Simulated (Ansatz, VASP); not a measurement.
**Cross-check of CsPbCl3 between VASP and Ansatz**

One calculation is typed for both programs; each brings its own data sets and cutoff. How far apart do they land?

Method: plane waves, with VASP 6.6.1 beside it; single point at PBEsol and single point at r2SCAN, in Ansatz 0.2.0.

### Step 1. Set-up

The structure is cubic, space group Pm-3m (No. 221). Conventional cell: a = 5.605 Å, b = 5.605 Å, c = 5.605 Å, α = 90.00°, β = 90.00°, γ = 90.00°. Nearest to Pb lie 6 Cl at 2.80 Å. Nearest to Cs lie 12 Cl at 3.96 Å. Nearest to Cl lie 2 Pb at 2.80 Å and 4 Cs at 3.96 Å. Farther neighbours and most contacts between anions are not listed.

### Step 2. VASP: single point, PBEsol

A single point gives forces, pressure and levels at one fixed geometry, so differences don't come from the geometry; what else differs is listed under the comparison.

Lines of VASP's logs that name or quote its potential files are left out, and so is its time.

The input, INCAR:

```
SYSTEM = CsPbCl3
PREC = Accurate
ENCUT = 400
EDIFF = 1E-05
NELM = 100
ISMEAR = 0
SIGMA = 0.05
LREAL = .FALSE.
ALGO = Normal
GGA = PS
NBANDS = 28
LORBIT = 11
LWAVE = .FALSE.
LCHARG = .FALSE.
KPAR = 8
```

The input, POSCAR:

```
CsPbCl3
1.0
    5.6050000000      0.0000000000      0.0000000000
    0.0000000000      5.6050000000      0.0000000000
    0.0000000000      0.0000000000      5.6050000000
Pb Cs Cl
1 1 3
Direct
    0.5000000000      0.5000000000      0.5000000000
    0.0000000000      0.0000000000      0.0000000000
    0.5000000000      0.5000000000      0.0000000000
    0.5000000000      0.0000000000      0.5000000000
    0.0000000000      0.5000000000      0.5000000000
```

The input, KPOINTS:

```
Automatic mesh
0
Gamma
4 4 4
0 0 0
```

The projector-augmented-wave data sets are Pb_d, Cs_sv and Cl (PBE family, release 64).

Command:

```bash
$ mpirun -np 8 vasp_std
```

Numbers of over 12 decimals in the logs are rounded to 6 here.

Log:

```text
[banner, memory and clock lines left out]
running    8 mpi-ranks, on    1 nodes
 distrk:  each k-point on    1 cores,    8 groups
 distr:  one band on    1 cores,    1 groups

 POSCAR found type information on POSCAR PbCsCl
 POSCAR found :  3 types and       5 ions
|                                                                             |
|           W    W    AA    RRRRR   N    N  II  N    N   GGGG   !!!           |
|           W    W   A  A   R    R  NN   N  II  NN   N  G    G  !!!           |
|           W    W  A    A  R    R  N N  N  II  N N  N  G       !!!           |
|           W WW W  AAAAAA  RRRRR   N  N N  II  N  N N  G  GGG   !            |
|           WW  WW  A    A  R   R   N   NN  II  N   NN  G    G                |
|           W    W  A    A  R    R  N    N  II  N    N   GGGG   !!!           |
|                                                                             |
|     For optimal performance we recommend to set                             |
|       NCORE = 2 up to number-of-cores-per-socket                            |
|     NCORE specifies how many cores store one orbital (NPAR=cpu/NCORE).      |
|     This setting can greatly improve the performance of VASP for DFT.       |
|     The default, NCORE=1 might be grossly inefficient on modern             |
|     multi-core architectures or massively parallel machines. Do your        |
|     Unfortunately you need to use the default for GW and RPA                |
|     calculations (for HF NCORE is supported but not extensively tested      |
|     yet).                                                                   |
|                                                                             |

|                                                                             |
|               ----> ADVICE to this user running VASP <----                  |
|                                                                             |
|     You enforced a specific xc type in the INCAR file but a different       |
|     [... a line on the potential file left out ...]
|     I HOPE YOU KNOW WHAT YOU ARE DOING!                                     |
|                                                                             |

 LDA part: xc-table for (Slater+PW92), standard interpolation
 POSCAR, INCAR and KPOINTS ok, starting setup
 FFT: planning ... GRIDC
 FFT: planning ... GRID_SOFT
 FFT: planning ... GRID
 WAVECAR not read
 entering main loop
       N       E                     dE             d eps       ncg     rms          rms(c)
DAV:   1     0.376721893343E+03    0.37672E+03   -0.17087E+04   560   0.118E+03
DAV:   2     0.238519833531E+02   -0.35287E+03   -0.34169E+03   700   0.306E+02
DAV:   3    -0.173588513781E+02   -0.41211E+02   -0.40740E+02   672   0.113E+02
DAV:   4    -0.190295491388E+02   -0.16707E+01   -0.16672E+01   784   0.292E+01
DAV:   5    -0.190658553195E+02   -0.36306E-01   -0.36299E-01   724   0.350E+00    0.534E+00
DAV:   6    -0.183861176191E+02    0.67974E+00   -0.13432E+00   748   0.124E+01    0.334E+00
DAV:   7    -0.183516455429E+02    0.34472E-01   -0.51151E-01   828   0.434E+00    0.158E+00
DAV:   8    -0.183601634334E+02   -0.85179E-02   -0.66799E-02   808   0.213E+00    0.260E-01
DAV:   9    -0.183595819354E+02    0.58150E-03   -0.14178E-02   824   0.967E-01    0.122E-01
DAV:  10    -0.183600138308E+02   -0.43190E-03   -0.14815E-03   716   0.256E-01    0.392E-02
DAV:  11    -0.183600920130E+02   -0.78182E-04   -0.15818E-04   696   0.869E-02    0.115E-02
DAV:  12    -0.183600959330E+02   -0.39200E-05   -0.29749E-05   648   0.667E-02
   1 F= -.18360096E+02 E0= -.18360096E+02  d E =-.697414E-11
```

Parts of OUTCAR (step 2):

```text
ion  position               nearest neighbor table
   1  0.500  0.500  0.500-   3 2.80   4 2.80   5 2.80   3 2.80   4 2.80   5 2.80
   2  0.000  0.000  0.000-
   3  0.500  0.500  0.000-   1 2.80   1 2.80
   4  0.500  0.000  0.500-   1 2.80   1 2.80
   5  0.000  0.500  0.500-   1 2.80   1 2.80

  LATTYP: Found a simple cubic cell.
 ALAT       =     5.6050000000

 Subroutine GETGRP returns: Found 48 space group operations
 (whereof 48 operations were pure point group operations)

The static configuration has the point symmetry O_h .

 Found     10 irreducible k-points:

   k-points           NKPTS =     10   k-points in BZ     NKDIM =     10   number of bands    NBANDS=     28

   dimension x,y,z NGX =    40 NGY =   40 NGZ =   40
   dimension x,y,z NGXF=    80 NGYF=   80 NGZF=   80

   ENCUT  =  400.0 eV  29.40 Ry    5.42 a.u.   9.14  9.14  9.14*2*pi/ulx,y,z

   NELECT =      44.0000    total number of electrons

 k-points in reciprocal lattice and weights: Automatic mesh
   0.00000000  0.00000000  0.00000000       0.016
   0.25000000  0.00000000  0.00000000       0.094
   0.50000000  0.00000000  0.00000000       0.047
   0.25000000  0.25000000  0.00000000       0.188
   0.50000000  0.25000000  0.00000000       0.188
   0.50000000  0.50000000  0.00000000       0.047
   0.25000000  0.25000000  0.25000000       0.125
   0.50000000  0.25000000  0.25000000       0.188
   0.50000000  0.50000000  0.25000000       0.094
   0.50000000  0.50000000  0.50000000       0.016

 average (electrostatic) potential at core
       1 -95.1157       2 -49.1177       3 -93.5726       4 -93.5726       5 -93.5726

 E-fermi :   1.9255

 k-point     1 :       0.0000    0.0000    0.0000
  band No.  band energies     occupation
    ...
     18      -0.9227      2.00000
     19      -0.9227      2.00000
     20      -0.8139      2.00000
     21      -0.8139      2.00000
     22      -0.8139      2.00000
     23       4.9190      0.00000
     24       5.9148      0.00000
     25       5.9148      0.00000
     26       6.8165      0.00000
     27       6.8165      0.00000
    ...

 k-point     2 :       0.2500    0.0000    0.0000
  band No.  band energies     occupation
    ...
     18      -0.9744      2.00000
     19      -0.9744      2.00000
     20      -0.8705      2.00000
     21      -0.8705      2.00000
     22      -0.7230      2.00000
     23       5.4344      0.00000
     24       6.2497      0.00000
     25       6.3292      0.00000
     26       6.4752      0.00000
     27       6.9500      0.00000
    ...

 k-point     3 :       0.5000    0.0000    0.0000
  band No.  band energies     occupation
    ...
     18      -1.0255      2.00000
     19      -1.0255      2.00000
     20      -0.9278      2.00000
     21      -0.9278      2.00000
     22       0.0211      2.00000
     23       4.6347      0.00000
     24       6.3030      0.00000
     25       6.8457      0.00000
     26       6.9574      0.00000
     27       6.9590      0.00000
    ...

  Total        0.2521503      0.2521503      0.2521503     -0.0000000     -0.0000000      0.0000000
  in kB        2.2942632      2.2942632      2.2942632     -0.0000000     -0.0000000      0.0000000
  external PRESSURE =       2.2942632 kB  Pullay stress =       0.0000000 kB

  energy-cutoff  :      400.00
  volume of cell :      176.09
      direct lattice vectors                 reciprocal lattice vectors
     5.605000000  0.000000000  0.000000000     0.178412132  0.000000000  0.000000000
     0.000000000  5.605000000  0.000000000     0.000000000  0.178412132  0.000000000
     0.000000000  0.000000000  5.605000000     0.000000000  0.000000000  0.178412132

 POSITION                                       TOTAL-FORCE (eV/Angst)
 -----------------------------------------------------------------------------------
      2.80250      2.80250      2.80250         0.000000      0.000000      0.000000
      0.00000      0.00000      0.00000         0.000000      0.000000      0.000000
      2.80250      2.80250      0.00000         0.000000      0.000000      0.000000
      2.80250      0.00000      2.80250         0.000000      0.000000      0.000000
      0.00000      2.80250      2.80250         0.000000      0.000000      0.000000
 -----------------------------------------------------------------------------------
    total drift:                                0.000000      0.000000     -0.000000

  FREE ENERGIE OF THE ION-ELECTRON SYSTEM (eV)
  ---------------------------------------------------
  free  energy   TOTEN  =       -18.3600959330 eV

  energy  without entropy=      -18.3600959330  energy(sigma->0) =      -18.36009593

 total charge
# of ion       s       p       d       tot
------------------------------------------
    1        1.508   0.447   9.860  11.815
    2        1.848   4.701   0.012   6.560
    3        1.590   3.499   0.000   5.089
    4        1.590   3.499   0.000   5.089
    5        1.590   3.499   0.000   5.089
--------------------------------------------------
tot          8.126  15.644   9.871  33.641

[... 3 further parts left out ...]
```

The run ends at a pressure of 0.23 GPa.

### Step 3. Ansatz: single point, PBEsol

Ansatz runs on its default PAW (the set named soft_2) files.

The same cell, functional, mesh and smearing now go to Ansatz, which takes its cutoff from its data sets.

The input, input.yaml:

```yaml
crystal:
  lattice:
    - [5.605, 0.0, 0.0]
    - [0.0, 5.605, 0.0]
    - [0.0, 0.0, 5.605]
  atoms:
    - { symbol: Pb, position: [0.5, 0.5, 0.5] }
    - { symbol: Cs, position: [0.0, 0.0, 0.0] }
    - { symbol: Cl, position: [0.5, 0.5, 0.0] }
    - { symbol: Cl, position: [0.5, 0.0, 0.5] }
    - { symbol: Cl, position: [0.0, 0.5, 0.5] }
hamiltonian:
  xc: pbesol
  pseudopotentials: { kind: paw }
kpoints:
  mp_grid: { grid: [4, 4, 4] }
scf:
  occupations: { method: gaussian, width: 0.05 }
  n_extra_bands: 5
output:
  forces: true
  stress: true
  eigenvalues: true
```

Command:

```bash
$ ansatz run input.yaml --threads 2 --pin off --max-ram 4608MiB --backend cpu --events-out ev --progress --plain --runs-dir out
```

Log:

```text
scf.n_extra_bands = 5 over 22 filled bands (N_el = 44.0): the run solves 27 bands
Engine: ansatz 0.2.0, aarch64-unknown-linux-gnu
Pseudopotentials: kind: paw
Pseudopotential: Pb, paw, valence charge 14, recommended cutoff 420 eV (normal), Pb.paw.azcp
Pseudopotential: Cs, paw, valence charge 9, recommended cutoff 420 eV (normal), Cs.paw.azcp
Pseudopotential: Cl, paw, valence charge 7, recommended cutoff 420 eV (normal), Cl.paw.azcp
Functional definition: PBEsol
  exchange = pbesol_x
  correlation = pbesol_c
Crystal: 5 atoms, lattice volume = 176.087 Å³
Basis set: ecut = 420 eV, 3407 PW (Γ), exchange–correlation on 80×80×80 points (8 copies of the dense FFT grid, shifted against one another)
Bands: 27, of which v1, the nominal top of the filled ones, is band 22 counted from 1 (21 counted from 0)
Symmetry: 48 space group operations
Space group: Pm-3m (ITA 221), of the structure as read, at distance tolerance 5.6e-5 Å
k-points: 10 of 64
Non-local potential: Pb, projectors of the file, l = 0: 2, l = 1: 2, l = 2: 2, l = 3: 2
Non-local potential: Cs, projectors of the file, l = 0: 3, l = 1: 2, l = 2: 2, l = 3: 2
Non-local potential: Cl, projectors of the file, l = 0: 2, l = 1: 2, l = 2: 2
PAW form: soft (Blöchl's): semilocal exchange-correlation on the pseudo side does not see the compensation charge
PAW frozen core: Pb, regenerated for the run's functional, and the local potential with it (the file was generated under x = pbe(κ = 0.804, μ = 0.219515), c = pbe(β = 0.066725))
PAW frozen core: Cs, regenerated for the run's functional, and the local potential with it (the file was generated under x = pbe(κ = 0.804, μ = 0.219515), c = pbe(β = 0.066725))
PAW frozen core: Cl, regenerated for the run's functional, and the local potential with it (the file was generated under x = pbe(κ = 0.804, μ = 0.219515), c = pbe(β = 0.066725))
PAW one-centre angular grid: Pb, 590 points (default); XC on 64 Gauss nodes
PAW one-centre angular grid: Cs, 194 points (default); XC on 64 Gauss nodes
PAW one-centre angular grid: Cl, 110 points (default); XC on 64 Gauss nodes
Initial density: superposition of atomic densities (neutral atoms: chi_scale 0, normalization atom), corrected by the library's trained network
Initial wavefunctions: pseudopotential atomic-orbital guess
Functional: x = pbesol(κ = 0.804, μ = 0.123457), c = pbesol(β = 0.046)
SCF iter   1: F=—  HF=-20530.607449 eV  |F-HF|=—  |Δ(HF+E_count)|=         —  Δρ=2.90e-3  dr2=2.32e-2  ethr=1.77e-3  ⟨swp⟩=7.9  Hψ=1402  notcnv=0
preconditioner: auto → Resta (q_TF=auto, 2.165 Å⁻¹)  ε∞=2.9  [insulator: Δε(μ)=1.740 eV  Ē_g=13.110 eV  σ=0.050 eV  W_gap=1.00  n_scr=26 (ndim 8)  ℏωp=18.1 eV  f_vac=0.062  D(μ)=0.00/eV (n_scr^D=0)  ε∞_Penn≈2.9]
SCF iter   2: F=—  HF=-20530.600005 eV  |F-HF|=—  |Δ(HF+E_count)|=   7.44e-3  Δρ=9.89e-4  dr2=1.99e-3  ethr=5.28e-5  ⟨swp⟩=2.0  Hψ=452  notcnv=0  defer=3
SCF iter   3: F=—  HF=-20530.599700 eV  |F-HF|=—  |Δ(HF+E_count)|=   3.05e-4  Δρ=3.20e-4  dr2=1.45e-4  ethr=4.53e-6  ⟨swp⟩=2.1  Hψ=473  notcnv=0  defer=4
SCF iter   4: F=—  HF=-20530.599760 eV  |F-HF|=—  |Δ(HF+E_count)|=   5.96e-5  Δρ=8.54e-5  dr2=1.49e-5  ethr=3.30e-7  ⟨swp⟩=2.3  Hψ=461  notcnv=0  defer=4
SCF iter   5: F=—  HF=-20530.599755 eV  |F-HF|=—  |Δ(HF+E_count)|=   4.68e-6  Δρ=1.68e-5  dr2=5.22e-7  ethr=3.38e-8  ⟨swp⟩=2.0  Hψ=396  notcnv=0  defer=4
SCF iter   6: F=-20530.599756 eV  HF=-20530.599756 eV  |F-HF|=1.13e-8  |Δ(HF+E_count)|=   1.06e-6  Δρ=2.08e-6  dr2=1.24e-8  ethr=2.27e-10  ⟨swp⟩=10.7  Hψ=1342  notcnv=0
SCF 1 converged in 6 iterations: F = -20530.599756 eV  dr2 = 1.24e-8
  greatest PAW one-centre occupation: 0.983 electrons in one spin orbital (limit 2), on the Pb atom at site 0 (counted from 0), in its partial waves of l = 2
SCF converged after 6 iterations
Free energy (F): -20530.599756 eV
Harris-Foulkes:  -20530.599756 eV  (|F-HF|=1.13e-8)
Internal energy: -20530.599756 eV  (E = F + TS)
E sigma→0 (E₀):  -20530.599756 eV
Fermi energy:    4.919770 eV
--- Per-component energies (eV) ---
  E_band       = -237.579385
  E_kinetic    = 911.617482
  E_local      = -2669.505638  (includes V_loc(G=0)·N_el)
  E_nonlocal   = 470.254030
  E_hartree    = 1008.434477
  E_xc         = -710.523021
  E_vxc        = -623.741118  (∫ρ·V_xc dr)
  E_paw        = -17161.119681  (= ΣΔE_a)
  E_vpaw       = -343.074426  (= ΣTr[D̂ρ^β])
  E_aug_tail   = 0.000326  (compensation charges beyond the density's cutoff)
  E_ewald      = -2380.199303
  E_core_change = 0.441573  (= ΣΔE_core)
  E_smearing   = -0.000000  (= −TS)
  E_closure    = -0.000000  (closes the sum)
  Σ components = -20530.599756   (vs F -20530.599756, Δ=0.00e0)
--- Forces (eV/Å), atoms counted from 1 ---
  atom   1  Pb     0.00000000     0.00000000    -0.00000000
  atom   2  Cs     0.00000000     0.00000000     0.00000000
  atom   3  Cl     0.00000000    -0.00000000     0.00000000
  atom   4  Cl     0.00000000    -0.00000000     0.00000000
  atom   5  Cl     0.00000000     0.00000000    -0.00000000
  max |Σ_I F_I| component: 1.09e-28 eV/Å
--- Stress (GPa, compression-positive) ---
        0.278065       0.000000      -0.000000
        0.000000       0.278065       0.000000
       -0.000000       0.000000       0.278065
  P = ⅓ Tr σ = 0.2781 GPa (2.781 kbar)
--- Band table (eV; the first three rows and the last of 10) ---
  k-point 0: bands = [... 18 lower, 1.3825, 1.4918, 1.4918, 1.4918, 7.2263, 8.2190, 8.2190, 9.1082, ... 1 higher]
  k-point 1: bands = [... 18 lower, 1.3312, 1.4356, 1.4356, 1.5830, 7.7420, 8.5516, 8.6320, 8.7716, ... 1 higher]
  k-point 2: bands = [... 18 lower, 1.2803, 1.3788, 1.3788, 2.3275, 6.9354, 8.6061, 9.1504, 9.2553, ... 1 higher]
  k-point 9: bands = [... 18 lower, 1.8193, 1.8193, 1.8193, 4.0232, 5.8179, 5.8179, 5.8179, 8.9923, ... 1 higher]
```

Wall time 8.1 s (2 threads of Arm Neoverse N1, shared host); peak memory 0.43 GiB.

The run ends at a pressure of 0.28 GPa.

### Step 4. Differences

Known differences besides the potentials themselves: the cutoff is 420 eV in Ansatz and 400 eV in VASP; Ansatz makes its cores anew for this functional, VASP keeps those of its PBE data sets; VASP leaves aspherical gradient terms in its spheres out (LASPH is not set), Ansatz keeps them. Total energies have different zeros and are not compared.

The two programs side by side:

```csv
quantity,Ansatz,VASP,difference
pressure (GPa),0.28,0.23,+0.05
gap on the k mesh (eV),1.795,1.803,-0.008
```

A gap on the mesh is an upper bound, since the band edges may lie between its points; neither run holds spin-orbit coupling, which can move the band edges of a compound of Pb.

### Step 5. Ansatz: single point, PBEsol, volume scaled by 1.015

With cell and atoms fixed, the geometry can't cause a difference; cores, projectors, grids and the points listed under the comparison can. The cell compared in this pair holds 180.39 Å³, against 176.09 Å³ for the pair before.

The cell is a member of a volume series, scaled by 1.015 from a relaxed one, so a pressure remains.

input.yaml, the sections that differ from step 3:

```yaml
crystal:
  lattice:
    - [5.6502665, 0.0, 0.0]
    - [0.0, 5.6502665, 0.0]
    - [0.0, 0.0, 5.6502665]
  atoms:
    - { symbol: Pb, position: [0.5, 0.5, 0.5] }
    - { symbol: Cs, position: [0.0, 0.0, 0.0] }
    - { symbol: Cl, position: [0.5, 0.5, 0.0] }
    - { symbol: Cl, position: [0.5, 0.0, 0.5] }
    - { symbol: Cl, position: [0.0, 0.5, 0.5] }
scf:
  occupations: { method: gaussian, width: 0.03 }
  n_extra_bands: 5
# hamiltonian, kpoints, output: as in step 3
```

Log:

```text
[...]
Crystal: 5 atoms, lattice volume = 180.388 Å³
Basis set: ecut = 420 eV, 3575 PW (Γ), exchange–correlation on 80×80×80 points (8 copies of the dense FFT grid, shifted against one another)
Bands: 27, of which v1, the nominal top of the filled ones, is band 22 counted from 1 (21 counted from 0)
Symmetry: 48 space group operations
[...]
k-points: 10 of 64
[...]
k-point 0: bands = [... 18 lower, 1.2149, 1.3125, 1.3125, 1.3125, 6.9958, 8.0388, 8.0388, 8.9142, ... 1 higher]
  k-point 1: bands = [... 18 lower, 1.1649, 1.2605, 1.2605, 1.3844, 7.4808, 8.2588, 8.4366, 8.5252, ... 1 higher]
  k-point 2: bands = [... 18 lower, 1.1128, 1.2100, 1.2100, 2.0595, 6.6221, 8.3665, 8.9297, 8.9297, ... 1 higher]
  k-point 9: bands = [... 18 lower, 1.6320, 1.6320, 1.6320, 3.6628, 5.5631, 5.5631, 5.5631, 8.7617, ... 1 higher]
[key lines of the parts left out:]
SCF converged after 6 iterations
Free energy (F): -20530.598962 eV
Fermi energy:    4.612671 eV
P = ⅓ Tr σ = -0.3237 GPa (-3.237 kbar)
```

Wall time 8.2 s (2 threads); peak memory 0.43 GiB.

The run ends at a pressure of -0.32 GPa.

(Part 1 of 2 ends here.)

[Lines on the potential files, build, host, timing and source positions are cut from VASP's logs without a mark.]

[Logs are printed without paths, hosts, clocks, repeated set-up lines and the standing remarks that a program may print on its own settings, such as how far it seeks lower states.]

[Hosts, paths, dates, database ids (printed as entryN), source tags and the programs' standing remarks are cut or masked in the printed files.]
